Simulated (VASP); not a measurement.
Si2Ni:

```
CELL_PARAMETERS angstrom
0.00000 2.69500 2.69500
2.69500 0.00000 2.69500
2.69500 2.69500 0.00000
ATOMIC_POSITIONS crystal
Ni 0.00000 0.00000 0.00000
Si 0.25000 0.25000 0.25000
Si 0.75000 0.75000 0.75000
```

The cell was built by a generator and needn't be a form met in nature.

- Program: VASP 6.6.1
- Task: relaxation of cell and atoms
- Functional: LDA
- Potentials or basis: VASP PAW LDA potentials, release 64 (Ni, Si)
- Cutoff: 600 eV
- k mesh: 14 × 14 × 14
- Occupations: methfessel-paxton, width 0.1 eV
- Spin: no spin polarisation

At the start: pressure -3.3 GPa; volume 13.05 Å³/atom.

Problem. How do energy, volume and symmetry change on relaxing?

Solution. Over 4 steps the energy falls by 2.7 meV/atom and the volume is 12.79 Å³/atom (-2.0 %); space group Fm-3m (No. 225, to 0.05 Å).

The path:
| step | energy change (eV) | largest force (eV/Å) | pressure (GPa) | volume (Å³) |
| --- | --- | --- | --- | --- |
| 1 | 0.0000 | 0.0000 | -3.33 | 39.15 |
| 2 | -0.0006 | 0.0000 | 3.54 | 37.63 |
| 3 | -0.0080 | 0.0000 | 0.06 | 38.36 |
| 4 | -0.0080 | 0.0000 | -0.04 | 38.38 |

Final structure:
```cif
data_structure
_symmetry_space_group_name_H-M 'P 1'
_symmetry_Int_Tables_number 1
_cell_length_a 3.7861
_cell_length_b 3.7861
_cell_length_c 3.7861
_cell_angle_alpha 60.000
_cell_angle_beta 60.000
_cell_angle_gamma 60.000
_cell_volume 38.38
loop_
_atom_site_label
_atom_site_type_symbol
_atom_site_fract_x
_atom_site_fract_y
_atom_site_fract_z
_atom_site_occupancy
Ni1 Ni 0.00000 0.00000 0.00000 1
Si1 Si 0.25000 0.25000 0.25000 1
Si2 Si 0.75000 0.75000 0.75000 1
```
